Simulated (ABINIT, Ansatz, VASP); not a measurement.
**One structure in several programs: P2Pd (P1, 6 atoms in the cell)**

Self-consistent single point.

```
CELL_PARAMETERS angstrom
      3.44501    -2.92873     0.00000
      3.44501     2.92873     0.00000
     -3.09077     0.00000     5.00352
ATOMIC_POSITIONS crystal
  P  0.07432 0.30977 0.35452
  P  0.93289 0.69418 0.66449
  P  0.67808 0.96190 0.17442
  P  0.29309 0.04590 0.83828
  Pd 0.50733 0.98854 0.48302
  Pd 0.01429 0.49971 0.98527
```

Shared settings, as Ansatz (a program for electronic structure) writes them: kpoints.mp_grid.grid = 4 4 4; scf.occupations.method = fermi_dirac; scf.occupations.width = 0.01 eV. Potentials and cutoffs stand in the table.

```tsv
code	model	pressure (GPa)	largest force (eV/Å)	gap on the mesh (eV)	cutoff
ABINIT	LDA (PW92), PAW (JTH v2.0 LDA PAW)	-1.94	2.395	0.447	24 Ha
Ansatz	LDA (PW92), PAW files made with PBE	-1.88	2.410	0.459	default
VASP	LDA (PZ), VASP's LDA PAW potentials (set 64)	-2.12	2.371	0.466	300 eV
```

Size of the force on each atom (eV/Å): Sizes of forces hide their directions.

| code | P1 | P2 | P3 | P4 | Pd5 | Pd6 |
|---|---|---|---|---|---|---|
| ABINIT | 1.910 | 1.090 | 2.093 | 2.395 | 2.233 | 2.114 |
| Ansatz | 1.924 | 1.095 | 2.104 | 2.410 | 2.248 | 2.132 |
| VASP | 1.912 | 1.060 | 2.110 | 2.371 | 2.272 | 2.151 |

Gaps are read on the mesh.

The spread over the programs that give each value: pressure within 0.24 GPa; largest force within 0.039 eV/Å; gap on the mesh within 0.019 eV.

Ansatz's pressure is given at a fixed set of plane waves, as the other plane-wave codes print theirs. The same LDA comes in different parametrisations, which differ slightly.

VASP's run is marked for a possible Pulay error in its stress at this cutoff; no cutoff test was made.

The starting cell comes from a database of computed structures (which also holds hypothetical and non-ambient phases and stackings), without a prior relaxation at this level. Its atoms were displaced at random from the sites of space group no. 15.

Left out of this page: Quantum ESPRESSO, GPAW, CP2K and SIESTA (not drawn, or without a comparable value).

Keys are those of Ansatz 0.2.
